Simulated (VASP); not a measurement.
Data:

```
CELL_PARAMETERS angstrom
      0.00000     2.20055     2.20055
      2.20055     0.00000     2.20055
      2.20055     2.20055     0.00000
ATOMIC_POSITIONS crystal
  Al 0.00000 0.00000 0.00000
  N  0.25000 0.25000 0.25000
```

Computed with PBE GGA, VASP's PBE PAW potentials (set 64) (plane waves; VASP). Run with 520 eV cut-off, 10×10×10 Γ-centred mesh, Gaussian smearing of 0.010 eV, potentials Al N.

Q: Give the electronic dielectric tensor ε∞ (DFPT, local fields included).

A: 
```
4.62  0.00  0.00
0.00  4.62  0.00
0.00  0.00  4.62
```

Q: Give the Born effective charges.

A: 
| atom | Z*xx | Z*yy | Z*zz | mean |
|---|---|---|---|---|
| Al1 | 2.54 | 2.54 | 2.54 | 2.54 |
| N2 | -2.54 | -2.54 | -2.54 | -2.54 |

Q: And the static tensor with the ions free?

A: 
```
8.60  0.00  0.00
0.00  8.60  0.00
0.00  0.00  8.60
```

Q: Which frequencies do the optical Γ-point modes have (no LO-TO splitting)?

A: 637 (×3) cm⁻¹.

The piezoelectric tensor e of the same run, ions relaxed (C/m²):

```
     xx    yy    zz    yz    xz    xy
-  ----  ----  ----  ----  ----  ----
x  0.00  0.00  0.00  0.45  0.00  0.00
y  0.00  0.00  0.00  0.00  0.45  0.00
z  0.00  0.00  0.00  0.00  0.00  0.45
```

The compound is AlN in the zinc blende structure, a metastable form; wurtzite is the usual one. It was relaxed first.
